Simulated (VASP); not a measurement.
Computed with r2SCAN meta-GGA, VASP's PBE PAW potentials (set 64) (plane waves; VASP).

Input for VASP

### KPOINTS
```
Automatic mesh
0
Gamma
8 8 3
0 0 0
```

INCAR:
```
ALGO = Normal
EDIFF = 1E-6
EDIFFG = -0.02
ENCUT = 520
IBRION = 2
ISIF = 3
ISMEAR = 0
LASPH = .TRUE.
LCHARG = .FALSE.
LMAXMIX = 4
LMIXTAU = .TRUE.
LREAL = .FALSE.
LWAVE = .FALSE.
METAGGA = R2SCAN
NELM = 100
NSW = 60
PREC = Accurate
SIGMA = 0.05
SYSTEM = MgZn2O3
```

File POSCAR:
```
MgZn2O3
1.0
  3.0098517044   0.0000000000   0.0000000000
 -1.5049258522   2.6066078963   0.0000000000
  0.0000000000   0.0000000000   7.3449728099
Mg Zn O
1 2 3
direct
  0.0000000000   0.0000000000   0.0000000000
  0.3333330000   0.6666670000   0.6685072563
  0.6666670000   0.3333330000   0.3314927437
  0.3333330000   0.6666670000   0.1610747335
  0.6666670000   0.3333330000   0.8389252665
  0.0000000000   0.0000000000   0.5000000000
```

POTCAR, in this order: Mg Zn O (PBE.64 set). Program: vasp_std.

Output of the run:

**OSZICAR**
```
       N       E                     dE             d eps       ncg     rms          rms(c)
DAV:   1     0.368836692469E+03    0.36884E+03   -0.23835E+04  1340   0.240E+03
DAV:   2    -0.220767456088E+02   -0.39091E+03   -0.37950E+03  1470   0.484E+02
DAV:   3    -0.644640971426E+02   -0.42387E+02   -0.41602E+02  1470   0.167E+02
DAV:   4    -0.655706113340E+02   -0.11065E+01   -0.11031E+01  1510   0.271E+01
DAV:   5    -0.655810365381E+02   -0.10425E-01   -0.10421E-01  1534   0.272E+00    0.150E+01
DAV:   6    -0.553854413846E+02    0.10196E+02   -0.12557E+01  2204   0.803E+01    0.100E+01
DAV:   7    -0.514556838175E+02    0.39298E+01   -0.52322E+00  1380   0.195E+01    0.627E+00
DAV:   8    -0.561868372847E+02   -0.47312E+01   -0.23896E+00  1350   0.398E+01    0.197E+00
DAV:   9    -0.516235670041E+02    0.45633E+01   -0.10083E+00  1444   0.274E+01    0.644E-01
DAV:  10    -0.520484316866E+02   -0.42486E+00   -0.47171E-01  1390   0.687E+00    0.502E-01
DAV:  11    -0.520614052391E+02   -0.12974E-01   -0.30109E-02  1418   0.281E+00    0.276E-01
DAV:  12    -0.520585773768E+02    0.28279E-02   -0.65173E-03  1398   0.658E-01    0.193E-01
DAV:  13    -0.520644077117E+02   -0.58303E-02   -0.62140E-03  1412   0.202E+00    0.869E-02
DAV:  14    -0.520657987828E+02   -0.13911E-02   -0.17764E-03  1328   0.423E-01    0.778E-02
DAV:  15    -0.520662077208E+02   -0.40894E-03   -0.34210E-04  1580   0.231E-01    0.403E-02
DAV:  16    -0.520664197276E+02   -0.21201E-03   -0.24831E-04  1604   0.233E-01    0.162E-02
DAV:  17    -0.520663468802E+02    0.72847E-04   -0.12689E-04  1338   0.101E-01    0.917E-03
DAV:  18    -0.520663579489E+02   -0.11069E-04   -0.12902E-05  1390   0.364E-02    0.744E-03
DAV:  19    -0.520663527626E+02    0.51863E-05   -0.44001E-06  1372   0.177E-02    0.441E-03
DAV:  20    -0.520663680822E+02   -0.15320E-04   -0.62518E-07   908   0.124E-02    0.365E-03
DAV:  21    -0.520663658222E+02    0.22600E-05   -0.16481E-07   672   0.437E-03    0.363E-03
DAV:  22    -0.520663854494E+02   -0.19627E-04   -0.26150E-06  1174   0.296E-02    0.224E-03
DAV:  23    -0.520663851721E+02    0.27729E-06   -0.44228E-07   678   0.947E-03
   1 F= -.52066385E+02 E0= -.52066385E+02  d E =-.520664E+02
       N       E                     dE             d eps       ncg     rms          rms(c)
DAV:   1    -0.520666324703E+02   -0.24702E-03   -0.14422E-01  1300   0.272E+00    0.715E-02
DAV:   2    -0.520666618136E+02   -0.29343E-04   -0.35048E-03  1532   0.483E-01    0.375E-02
DAV:   3    -0.520666259485E+02    0.35865E-04   -0.11008E-04  1652   0.135E-01    0.228E-02
DAV:   4    -0.520665849229E+02    0.41026E-04   -0.64603E-05  1488   0.884E-02    0.654E-03
DAV:   5    -0.520665972387E+02   -0.12316E-04   -0.47326E-05  1344   0.767E-02    0.360E-03
DAV:   6    -0.520666126739E+02   -0.15435E-04   -0.97659E-06  1354   0.292E-02    0.340E-03
DAV:   7    -0.520666072901E+02    0.53838E-05   -0.15006E-06  1022   0.180E-02    0.143E-03
DAV:   8    -0.520666162427E+02   -0.89526E-05   -0.20739E-06  1000   0.199E-02    0.946E-04
DAV:   9    -0.520666162914E+02   -0.48688E-07   -0.35045E-07   676   0.719E-03
   2 F= -.52066616E+02 E0= -.52066616E+02  d E =-.231119E-03
       N       E                     dE             d eps       ncg     rms          rms(c)
DAV:   1    -0.520666199363E+02   -0.36936E-05   -0.42901E-03  1304   0.468E-01    0.126E-02
DAV:   2    -0.520666207180E+02   -0.78169E-06   -0.10402E-04  1524   0.835E-02    0.651E-03
DAV:   3    -0.520666133794E+02    0.73385E-05   -0.30648E-06  1356   0.232E-02    0.394E-03
DAV:   4    -0.520666118421E+02    0.15373E-05   -0.20893E-06  1120   0.151E-02    0.107E-03
DAV:   5    -0.520666092308E+02    0.26113E-05   -0.14624E-06   952   0.135E-02    0.668E-04
DAV:   6    -0.520666106958E+02   -0.14650E-05   -0.30945E-07   684   0.498E-03    0.650E-04
DAV:   7    -0.520666104622E+02    0.23354E-06   -0.36707E-08   668   0.328E-03
   3 F= -.52066610E+02 E0= -.52066610E+02  d E =-.225290E-03
       N       E                     dE             d eps       ncg     rms          rms(c)
DAV:   1    -0.520666918361E+02   -0.81140E-04   -0.33118E-02  1320   0.142E+00    0.645E-02
DAV:   2    -0.520667030590E+02   -0.11223E-04   -0.70100E-04  1574   0.303E-01    0.255E-02
DAV:   3    -0.520667112500E+02   -0.81910E-05   -0.26644E-05  1858   0.800E-02    0.152E-02
DAV:   4    -0.520666528984E+02    0.58352E-04   -0.19267E-05  1556   0.456E-02    0.400E-03
DAV:   5    -0.520666926377E+02   -0.39739E-04   -0.65347E-06  1436   0.294E-02    0.231E-03
DAV:   6    -0.520666670810E+02    0.25557E-04   -0.26948E-06  1002   0.162E-02    0.147E-03
DAV:   7    -0.520666746570E+02   -0.75760E-05   -0.46555E-07   686   0.750E-03    0.122E-03
DAV:   8    -0.520666763165E+02   -0.16595E-05   -0.93052E-08   658   0.470E-03    0.672E-04
DAV:   9    -0.520666778465E+02   -0.15300E-05   -0.86313E-08   656   0.349E-03    0.497E-04
DAV:  10    -0.520666799396E+02   -0.20931E-05   -0.37816E-08   656   0.236E-03    0.371E-04
DAV:  11    -0.520666791227E+02    0.81692E-06   -0.66852E-09   656   0.144E-03
   4 F= -.52066679E+02 E0= -.52066679E+02  d E =-.686605E-04
```

### OUTCAR
```
------------------------ aborting loop because EDIFF is reached ----------------------------------------
  FORCE on cell =-STRESS in cart. coord.  units (eV):
  Direction    XX          YY          ZZ          XY          YZ          ZX
  --------------------------------------------------------------------------------------
  Total        0.0022090      0.0022090      0.0082220      0.0000000      0.0000000     -0.0000000
  in kB        0.0614468      0.0614468      0.2287102      0.0000000      0.0000000     -0.0000000
  external PRESSURE =       0.1172013 kB  Pullay stress =       0.0000000 kB
  volume of cell :       57.60
      direct lattice vectors                 reciprocal lattice vectors
     3.008959615  0.000000000  0.000000000     0.332340785  0.191877052 -0.000000000
    -1.504479807  2.605835324 -0.000000000     0.000000000  0.383754104 -0.000000000
     0.000000000  0.000000000  7.345812288    -0.000000000 -0.000000000  0.136131984
 POSITION                                       TOTAL-FORCE (eV/Angst)
 -----------------------------------------------------------------------------------
     -1.50448      2.60584     -0.00000        -0.000000     -0.000000      0.000000
     -0.00000      1.73722      4.91224         0.000000     -0.000000      0.006347
      1.50448      0.86861      2.43358        -0.000000      0.000000     -0.006347
     -0.00000      1.73722      1.17834        -0.000000      0.000000      0.001082
      1.50448      0.86861      6.16747         0.000000     -0.000000     -0.001082
     -1.50448      2.60584      3.67291        -0.000000     -0.000000      0.000000
 -----------------------------------------------------------------------------------
    total drift:                                0.000000     -0.000000      0.000000
  FREE ENERGIE OF THE ION-ELECTRON SYSTEM (eV)
  ---------------------------------------------------
  free  energy   TOTEN  =       -52.0666791227 eV

  energy  without entropy=      -52.0666791227  energy(sigma->0) =      -52.06667912

 reached required accuracy - stopping structural energy minimisation
```
(Selected blocks of OUTCAR.)

**CONTCAR**
```
MgZn2O3
   1.00000000000000
     3.0089596148087612    0.0000000000000000    0.0000000000000000
    -1.5044798074043806    2.6058353241771903   -0.0000000000000000
     0.0000000000000000    0.0000000000000000    7.3458122880478918
  Mg              Zn              O
     1     2     3
Direct
     0.0000000000000000    1.0000000000000000    0.0000000000000000
     0.3333330000000032    0.6666669999999968    0.6687125732037665
     0.6666669999999968    0.3333330000000032    0.3312874267962334
     0.3333330000000032    0.6666669999999968    0.1604096519881611
     0.6666669999999968    0.3333330000000032    0.8395903480118390
     0.0000000000000000    1.0000000000000000    0.5000000000000000
```

The structure comes from a computed database's MgZn2O3 entry (P-3m1); how it stands against other phases isn't given here. This run relaxes it. Symmetry was kept, so distortions that lower it aren't found. The start is the result of an earlier pass.
